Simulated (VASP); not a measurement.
Calculation: PBEsol GGA, VASP's PBE PAW potentials (set 64) (plane waves; VASP 6.6.1).

Input for VASP

**INCAR**
```
# general
SYSTEM =Be3HgSe4
PREC   =Accurate
ENCUT  =400
LREAL  =.FALSE.
LASPH  =.TRUE.

# electronic loop
EDIFF  =1E-6
NELM   =100
ALGO   =Normal
LMAXMIX=6

# smearing
ISMEAR =0
SIGMA  =0.05

# functional
GGA    =PS

# ions
IBRION =2
NSW    =60
ISIF   =3
EDIFFG =-0.02

# output
LWAVE  =.FALSE.
LCHARG =.FALSE.
```

KPOINTS:
```
Automatic mesh
0
Gamma
7 7 2
0 0 0
```

File POSCAR:
```
Be3HgSe4
1.0
  0.0000000000   2.6664231076   2.6664231076
  2.6664231076   0.0000000000   2.6664231076
 10.8832519504  10.8832519504  -0.2175595199
Hg Se Be
1 4 3
Direct
  0.0183047404   0.0183047404   0.9862714447
  0.2027889757   0.2027889757   0.0979082682
  0.2327222618   0.2327222618   0.3254583036
  0.2588107334   0.2588107334   0.5558919500
  0.2880463913   0.2880463913   0.7839652065
  0.9730513538   0.9730513538   0.2702114847
  0.0002885544   0.0002885544   0.4997835842
  0.0259869891   0.0259869891   0.7305097581
```

POTCAR, in this order: Hg Se Be (PBE.64 set). Program: vasp_std.

Unless said otherwise, spin-orbit coupling is left out, though it shifts the bands of the heavy elements here.

Q: Estimate the energy per atom (σ→0), volume per atom, band gap (on the k-mesh).

A: 
```yaml
energy per atom (σ→0): -4.049 eV/atom
band gap (on the k-mesh): 0.75 eV
volume_per_atom: 19.51 Å³/atom
```

OSZICAR:
```
...
   5 F= -.32391516E+02 E0= -.32391516E+02  d E =-.174752E-03
       N       E                     dE             d eps       ncg     rms          rms(c)
DAV:   1    -0.323916200806E+02   -0.10369E-03   -0.18528E-02  1676   0.671E-01    0.387E-02
DAV:   2    -0.323916022617E+02    0.17819E-04   -0.18961E-04  2124   0.833E-02    0.268E-02
DAV:   3    -0.323915933846E+02    0.88772E-05   -0.14666E-05  2060   0.221E-02    0.149E-02
DAV:   4    -0.323915905199E+02    0.28646E-05   -0.50981E-06  1958   0.131E-02    0.463E-03
DAV:   5    -0.323915903998E+02    0.12008E-06   -0.63593E-07   936   0.503E-03
   6 F= -.32391590E+02 E0= -.32391590E+02  d E =-.743626E-04
```

The structure was generated: Be3HgSe4 was put into an ordered model structure (R3m), which need not be its known phase. This run relaxes it. Symmetry was kept, so distortions that lower it aren't found. The start is the result of an earlier pass.
